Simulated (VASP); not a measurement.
## VASP 6.6.1, r²SCAN single-point calculation, BiB (distorted rocksalt)

INCAR

```
PREC = Accurate
LWAVE = .FALSE.
LCHARG = .FALSE.
LREAL = .FALSE.
IBRION = -1
ALGO = Normal
METAGGA = R2SCAN
NELM = 120
SIGMA = 0.02
LASPH = .TRUE.
ENCUT = 520
ISIF = 2
NBANDS = 16
ISMEAR = -1
EDIFF = 1E-7
NSW = 0
```

KPOINTS

```
KPOINTS created by Atomic Simulation Environment
0
Gamma
8 8 8
0 0 0
```

POSCAR

```
B  Bi
 1.0000000000000000
     0.0618000000000000    2.7235000000000000    2.7246000000000001
     2.7121000000000000    0.0731000000000000    2.7132999999999998
     2.6680000000000001    2.6680999999999999    0.1172000000000000
 B   Bi
   1   1
Cartesian
  2.7335868600000000  5.3522272900000001  2.8507601000000000
  2.7191147700000000  2.7005934300000001  2.7833928100000001
```

VASP ran with the recommended PBE PAW datasets (18 valence electrons in the cell).

OSZICAR

```
N       E                     dE             d eps       ncg     rms          rms(c)
DAV:   1     0.715628476449E+02    0.71563E+02   -0.10106E+04  8360   0.140E+03
DAV:   2    -0.594143158247E+02   -0.13098E+03   -0.12664E+03  9184   0.348E+02
DAV:   3    -0.672732446888E+02   -0.78589E+01   -0.78065E+01 10552   0.817E+01
DAV:   4    -0.674580617119E+02   -0.18482E+00   -0.18477E+00 11336   0.133E+01
DAV:   5    -0.674639039204E+02   -0.58422E-02   -0.58421E-02 11576   0.202E+00    0.233E+00
DAV:   6    -0.633173620297E+02    0.41465E+01   -0.14438E+00 10136   0.187E+01    0.121E+00
DAV:   7    -0.633170484805E+02    0.31355E-03   -0.83026E-02 11104   0.198E+00    0.572E-01
DAV:   8    -0.633210209146E+02   -0.39724E-02   -0.78019E-03 11080   0.105E+00    0.222E-01
DAV:   9    -0.633223758982E+02   -0.13550E-02   -0.21927E-03  9848   0.426E-01    0.564E-02
DAV:  10    -0.633222934609E+02    0.82437E-04   -0.34341E-04 11000   0.260E-01    0.115E-02
DAV:  11    -0.633222961272E+02   -0.26663E-05   -0.76305E-06 11568   0.235E-02    0.110E-02
DAV:  12    -0.633222949804E+02    0.11468E-05   -0.11962E-05 11944   0.480E-02    0.118E-03
DAV:  13    -0.633222948584E+02    0.12201E-06   -0.29568E-07 10624   0.654E-03    0.599E-04
DAV:  14    -0.633222948088E+02    0.49595E-07   -0.29461E-08  6320   0.223E-03
   1 F= -.63322295E+02 E0= -.63321592E+02  d E =-.140510E-02
```

From OUTCAR

```
k-points           NKPTS =    260   k-points in BZ     NKDIM =    260   number of bands    NBANDS=     16

   NELECT =      18.0000    total number of electrons

   dimension x,y,z NGX =    30 NGY =   30 NGZ =   28
   dimension x,y,z NGXF=    60 NGYF=   60 NGZF=   56

  energy-cutoff  :      520.00
  volume of cell :       37.59
      direct lattice vectors                 reciprocal lattice vectors
     0.061800000  2.723500000  2.724600000    -0.192372968  0.184137160  0.187326982
     2.712100000  0.073100000  2.713300000     0.184910952 -0.193203073  0.188930878
     2.668000000  2.668100000  0.117200000     0.191301221  0.192131326 -0.196392895

 k-points in reciprocal lattice and weights: KPOINTS created by Atomic Simulation Env
   0.00000000  0.00000000  0.00000000       0.002
   0.12500000  0.00000000 -0.00000000       0.004
   0.25000000  0.00000000 -0.00000000       0.004
   0.37500000  0.00000000 -0.00000000       0.004
   0.50000000  0.00000000 -0.00000000       0.002
   0.00000000  0.12500000 -0.00000000       0.004
   0.12500000  0.12500000 -0.00000000       0.004
   0.25000000  0.12500000 -0.00000000       0.004
   ...

 E-fermi :   7.7466

 k-point     1 :       0.0000    0.0000    0.0000
  band No.  band energies     occupation
      1     -15.7840      2.00000
      2     -15.7759      2.00000
      3     -15.7709      2.00000
      4     -15.7413      2.00000
      5     -15.7364      2.00000
      6      -6.8005      2.00000
      7       7.1830      2.00000
      8       7.5477      1.99990
      9       7.7449      1.04128
     10       8.1418      0.00000
     11      14.4358      0.00000
     12      14.5431      0.00000
     13      14.6725      0.00000
     14      16.0857      0.00000
     15      16.7047      0.00000
     16      17.2735      0.00000

 k-point     2 :       0.1250    0.0000   -0.0000
  band No.  band energies     occupation
      1     -15.7848      2.00000
      2     -15.7685      2.00000
      3     -15.7631      2.00000
      4     -15.7441      2.00000
      5     -15.7363      2.00000
      6      -6.5536      2.00000
      7       5.2572      2.00000
      8       7.3869      2.00000
      9       8.1285      0.00000
     10       9.3170      0.00000
     11      13.4101      0.00000
     12      13.6214      0.00000
     13      13.8441      0.00000
     14      16.0370      0.00000
     15      16.6854      0.00000
     16      17.6843      0.00000

 k-point     3 :       0.2500    0.0000   -0.0000
  band No.  band energies     occupation
      1     -15.7923      2.00000
      2     -15.7667      2.00000
      3     -15.7547      2.00000
      4     -15.7322      2.00000
      5     -15.7226      2.00000
      6      -5.8280      2.00000
      7       2.6903      2.00000
      8       7.6551      1.97957
      9       8.2839      0.00000
     10      10.1813      0.00000
     11      11.8414      0.00000
     12      12.0269      0.00000
     13      12.4986      0.00000
     14      16.4514      0.00000
     15      17.9152      0.00000
     16      18.9766      0.00000

 k-point     4 :       0.3750    0.0000   -0.0000
  band No.  band energies     occupation
      1     -15.8037      2.00000
      2     -15.7739      2.00000
      3     -15.7584      2.00000
      4     -15.7034      2.00000
      5     -15.7012      2.00000
      6      -4.7234      2.00000
      7       0.3385      2.00000
      8       8.1731      0.00000
      9       8.6454      0.00000
     10      10.3012      0.00000
     11      10.5621      0.00000
     12      10.6538      0.00000
     13      11.5162      0.00000
     14      17.8537      0.00000
     15      19.6780      0.00000
     16      20.8192      0.00000

 k-point     5 :       0.5000    0.0000   -0.0000
  band No.  band energies     occupation
      1     -15.8091      2.00000
      2     -15.7779      2.00000
      3     -15.7593      2.00000
      4     -15.6921      2.00000
      5     -15.6908      2.00000
      6      -3.9107      2.00000
      7      -0.9111      2.00000
      8       8.7656      0.00000
      9       9.0724      0.00000
     10       9.4127      0.00000
     11       9.7956      0.00000
     12      10.8440      0.00000
     13      10.9798      0.00000
     14      19.1274      0.00000
     15      20.7604      0.00000
     16      22.2292      0.00000

 k-point     6 :       0.0000    0.1250   -0.0000
  band No.  band energies     occupation
      1     -15.7823      2.00000
      2     -15.7692      2.00000
      3     -15.7640      2.00000
      4     -15.7431      2.00000
      5     -15.7379      2.00000
      6      -6.5504      2.00000
      7       5.3222      2.00000
      8       7.3524      2.00000
      9       8.0735      0.00000
     10       9.3214      0.00000
     11      13.3909      0.00000
     12      13.6257      0.00000
     13      13.8119      0.00000
     14      16.0261      0.00000
     15      16.6389      0.00000
     16      17.6428      0.00000

 k-point     7 :       0.1250    0.1250   -0.0000
  band No.  band energies     occupation
      1     -15.7773      2.00000
      2     -15.7694      2.00000
      3     -15.7666      2.00000
      4     -15.7482      2.00000
      5     -15.7311      2.00000
      6      -6.4700      2.00000
      7       5.4240      2.00000
      8       7.1417      2.00000
      9       7.2022      2.00000
     10      10.0543      0.00000
     11      12.0094      0.00000
     12      14.4348      0.00000
     13      14.5098      0.00000
     14      15.0027      0.00000
     15      17.8910      0.00000
     16      18.1427      0.00000

 k-point     8 :       0.2500    0.1250   -0.0000
  band No.  band energies     occupation
      1     -15.7806      2.00000
      2     -15.7768      2.00000
      3     -15.7542      2.00000
      4     -15.7381      2.00000
      5     -15.7205      2.00000
      6      -5.9051      2.00000
      7       3.5717      2.00000
      8       6.6845      2.00000
      9       7.5108      1.99998
     10       9.4169      0.00000
     11      11.9491      0.00000
     12      13.5757      0.00000
     13      14.1061      0.00000
     14      15.1847      0.00000
     15      18.5059      0.00000
     16      19.6593      0.00000

 k-point     9 :       0.3750    0.1250   -0.0000
  band No.  band energies     occupation
      1     -15.7934      2.00000
      2     -15.7751      2.00000
      3     -15.7546      2.00000
      4     -15.7205      2.00000
      5     -15.6986      2.00000
      6      -4.9158      2.00000
      7       1.2385      2.00000
      8       6.7749      2.00000
      9       7.9704      0.00003
     10       8.0000      0.00001
     11      12.1814      0.00000
     12      12.7766      0.00000
     13      13.2399      0.00000
     14      16.2931      0.00000
     15      19.5627      0.00000
     16      21.2633      0.00000

 k-point    10 :       0.5000    0.1250    0.0000
  band No.  band energies     occupation
      1     -15.8003      2.00000
      2     -15.7779      2.00000
      3     -15.7526      2.00000
      4     -15.7053      2.00000
      5     -15.6893      2.00000
      6      -3.8609      2.00000
      7      -0.5044      2.00000
      8       6.8442      2.00000
      9       7.3220      2.00000
     10       8.5671      0.00000
     11      11.2721      0.00000
     12      12.3079      0.00000
     13      13.2206      0.00000
     14      18.1120      0.00000
     15      20.5742      0.00000
     16      21.2434      0.00000

 k-point    11 :      -0.3750    0.1250   -0.0000
  band No.  band energies     occupation
      1     -15.7969      2.00000
      2     -15.7769      2.00000
      3     -15.7531      2.00000
      4     -15.7041      2.00000
      5     -15.6981      2.00000
      6      -4.1492      2.00000
      7      -0.0916      2.00000
      8       6.1726      2.00000
      9       8.2891      0.00000
     10       9.3312      0.00000
     11      10.3568      0.00000
     12      11.8270      0.00000
     13      13.6863      0.00000
     14      18.0477      0.00000
     15      19.8493      0.00000
     16      21.6675      0.00000

 k-point    12 :      -0.2500    0.1250   -0.0000
  band No.  band energies     occupation
      1     -15.7873      2.00000
      2     -15.7700      2.00000
      3     -15.7548      2.00000
      4     -15.7315      2.00000
      5     -15.7077      2.00000
      6      -5.2759      2.00000
      7       1.9134      2.00000
      8       6.0133      2.00000
      9       9.0293      0.00000
     10      10.2084      0.00000
     11      10.3063      0.00000
     12      11.4772      0.00000
     13      14.0682      0.00000
     14      16.9214      0.00000
     15      18.2006      0.00000
     16      21.0119      0.00000

 ...

  Total       -0.6225642     -0.5450583     -0.5389354     -0.0380336     -0.4780719     -0.4386369
  in kB      -26.5370771    -23.2333548    -22.9723640     -1.6211974    -20.3780288    -18.6970961
  external PRESSURE =     -24.2475987 kB  Pullay stress =       0.0000000 kB

 POSITION                                       TOTAL-FORCE (eV/Angst)
 -----------------------------------------------------------------------------------
      2.73359      5.35223      2.85076        -0.004486     -0.004089      0.001824
      2.71911      2.70059      2.78339         0.004486      0.004089     -0.001824
 -----------------------------------------------------------------------------------
    total drift:                               -0.000180      0.000432      0.000079

  FREE ENERGIE OF THE ION-ELECTRON SYSTEM (eV)
  ---------------------------------------------------
  free  energy   TOTEN  =       -63.3222948088 eV

  energy  without entropy=      -63.3208897105  energy(sigma->0) =      -63.32159226
```

| Item | Value |
| --- | --- |
| gap between bands v and c on the k mesh | -4.44 eV (bands overlap: a metal) |
| least direct gap on the k mesh | 0.03 eV |
| pressure | -2.4 GPa |

Band v is the last that the valence electrons fill when counted band by band, and c is the next.
